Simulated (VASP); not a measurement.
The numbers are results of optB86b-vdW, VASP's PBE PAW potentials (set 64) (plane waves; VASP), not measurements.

Input for VASP

File POSCAR:
```
KI
1
    0.0000000000     3.5350000000     3.5350000000
    3.5350000000     0.0000000000     3.5350000000
    3.5350000000     3.5350000000     0.0000000000
K I
1 1
Direct
  0.0000000000   0.0000000000   0.0000000000
  0.5000000000   0.5000000000   0.5000000000
```

### KPOINTS
```
Automatic mesh
0
Gamma
6 6 6
0 0 0
```

**INCAR**
```
ISMEAR = 0   ! Gaussian
ISIF = 3   ! ions, shape and volume
ENCUT = 520
LWAVE = .FALSE.
NELM = 100
AGGAC = 0.0
ALGO = Normal
SIGMA = 0.05
LCHARG = .FALSE.
EDIFF = 1E-6
LASPH = .TRUE.
SYSTEM = KI
PARAM1 = 0.1234
LMAXMIX = 4
IBRION = 2
PREC = Accurate
PARAM2 = 1.0
GGA = MK
LREAL = .FALSE.   ! projection in real space or not
EDIFFG = -0.01
LUSE_VDW = .TRUE.
NSW = 60   ! most ionic steps
```

POTCAR, in this order: K_sv I (PBE.64 set). Program: vasp_std.

Energy and stress use the plane-wave basis of the starting cell. Unless said otherwise, spin-orbit coupling is left out, though it shifts the bands of the heavy elements here.

What does the run give for the energy per atom (σ→0), volume per atom, band gap (on the k-mesh)?

```json
{
 "energy per atom (σ→0)": "-0.762 eV/atom",
 "band gap (on the k-mesh)": "3.95 eV",
 "volume_per_atom": "43.28 Å³/atom"
}
```

File OSZICAR:
```
...
       N       E                     dE             d eps       ncg     rms          rms(c)
DAV:   1    -0.152621762852E+01   -0.29353E-02   -0.63066E-02   468   0.240E+00    0.359E-01
DAV:   2    -0.152402172393E+01    0.21959E-02   -0.51656E-03   500   0.666E-01    0.138E-01
DAV:   3    -0.152337547751E+01    0.64625E-03   -0.18173E-03   664   0.338E-01    0.117E-01
DAV:   4    -0.152338503595E+01   -0.95584E-05   -0.59101E-05   664   0.468E-02    0.440E-02
DAV:   5    -0.152338244893E+01    0.25870E-05   -0.68146E-05   712   0.475E-02    0.866E-03
DAV:   6    -0.152338208096E+01    0.36797E-06   -0.43146E-07   324   0.695E-03
   5 F= -.15233821E+01 E0= -.15233821E+01  d E =-.147830E-02
```

The compound is KI in the rock salt structure. This run relaxes it. Symmetry was kept, so distortions that lower it aren't found.
